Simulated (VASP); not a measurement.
Given:

```
LiRb3
1.0
    0.00000     5.08707     5.08707
    5.08707     0.00000     5.08707
    5.08707     5.08707     0.00000
Rb Li
3 1
Direct
  0.25000   0.25000   0.25000
  0.75000   0.75000   0.75000
  0.50000   0.50000   0.50000
  0.00000   0.00000   0.00000
```

These are PBEsol GGA, VASP's PBE PAW potentials (set 64) (plane waves; VASP) values and carry that method's errors. Run with 520 eV cut-off, Gaussian smearing of 0.050 eV, potentials Rb_sv Li_sv.

Question: Give the energies of bands 14 to 18 at the high-symmetry points, in eV from the Fermi level.

Answer: 
```json
[
 {"band": "14", "Γ": "-2.31", "X": "-0.76", "U": "-0.71", "L": "-1.09", "W": "-0.64"},
 {"band": "15", "Γ": "1.00", "X": "-0.71", "U": "-0.51", "L": "-1.06", "W": "-0.32"},
 {"band": "16", "Γ": "1.00", "X": "0.25", "U": "-0.41", "L": "0.83", "W": "-0.32"},
 {"band": "17", "Γ": "1.00", "X": "0.62", "U": "0.64", "L": "0.83", "W": "-0.16"},
 {"band": "18", "Γ": "1.55", "X": "0.80", "U": "0.80", "L": "1.79", "W": "1.40"}
]
```

It has no gap at this level: it comes out as a metal or semimetal.

The structure comes from a computed database's Rb3Li entry (Fm-3m); how it stands against other phases isn't given here. It was relaxed first.
